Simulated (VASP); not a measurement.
Given:

```
Ga4As3Sb
1.0
   -0.00759     5.77681     5.78467
    5.77681    -0.00759     5.78467
    2.88461     2.88461     0.00000
Ga Sb As
4 1 3
Direct
  0.99004   0.99004   0.01991
  0.99432   0.51394   0.99173
  0.51394   0.99432   0.99173
  0.50081   0.50081   0.99838
  0.12576   0.12576   0.24847
  0.12510   0.62483   0.25007
  0.62483   0.12510   0.25007
  0.62518   0.62518   0.24963
```

Computed with PBEsol GGA, VASP's PBE PAW potentials (set 64) (plane waves; VASP). Numerical set-up: 400 eV cut-off, Gaussian smearing of 0.050 eV, potentials Ga_d Sb As.

Unless said otherwise, spin-orbit coupling is left out, though it shifts the bands of the heavy elements here.

### Question
Give the energies of bands 29 to 42 at the high-symmetry points, in eV from the valence-band maximum.

### Answer

```
band      Γ      Y     C0      Z     A0      T      S      R
----  -----  -----  -----  -----  -----  -----  -----  -----
29    -2.92  -3.55  -4.06  -3.79  -3.05  -2.97  -3.50  -3.59
30    -1.61  -3.55  -2.71  -3.74  -3.03  -2.92  -3.33  -3.52
31    -1.45  -2.16  -2.23  -3.70  -2.95  -2.90  -2.43  -3.49
32    -1.42  -2.13  -2.16  -3.54  -2.88  -2.85  -2.18  -3.21
33    -1.22  -1.92  -2.05  -3.50  -2.52  -1.64  -1.18  -2.48
34    -0.32  -1.68  -1.88  -3.39  -2.04  -1.37  -1.17  -2.42
35    -0.19  -1.68  -1.65  -1.70  -1.57  -1.27  -0.66  -2.20
36    -0.15  -0.90  -0.65  -1.20  -1.49  -1.08  -0.45  -1.90
37     0.01   1.37   1.72   1.95   1.13   0.25   0.60   1.52
38     0.32   1.51   1.82   2.45   1.14   0.59   1.16   1.55
39     0.79   2.00   1.84   3.96   1.31   1.12   1.57   1.81
40     1.12   2.19   2.37   4.02   1.60   1.12   2.10   1.98
41     1.45   2.70   2.97   4.17   1.70   1.16   3.95   3.92
42     3.21   3.25   3.32   4.20   1.85   1.17   4.04   3.94
```

The gap is indirect, 0.01 eV, from the valence maximum at Σ0-Γ at 0.86 to the conduction minimum at Γ.

The structure was generated: Ga4As3Sb was put into an ordered model structure (Amm2), which need not be its known phase. It was relaxed first.
